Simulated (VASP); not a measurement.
Take BaS (rock salt), without spin-orbit terms, in VASP with PAW potentials, and its band gap. The mesh is coarse and the basis finite, so the quasiparticle values are not converged.

One run gives 2.14 eV. Which level is it?
A. evGW0@PBE (starting cell)
B. r2SCAN (own cell)
C. PW91 (own cell)
D. LDA (own cell)

C, PW91 (own cell).  The others give 2.51 (r2SCAN (own cell)), 1.83 (LDA (own cell)), 3.72 (evGW0@PBE (starting cell)).

Only levels that ran to the end are used. Left out are those held back, those with too coarse a band path, GW runs whose mesh misses a band edge, hybrids' fits of cells that aren't cubic and levels without matching references; a question may draw on a part of the rest.

The compound is BaS in the rock salt structure.
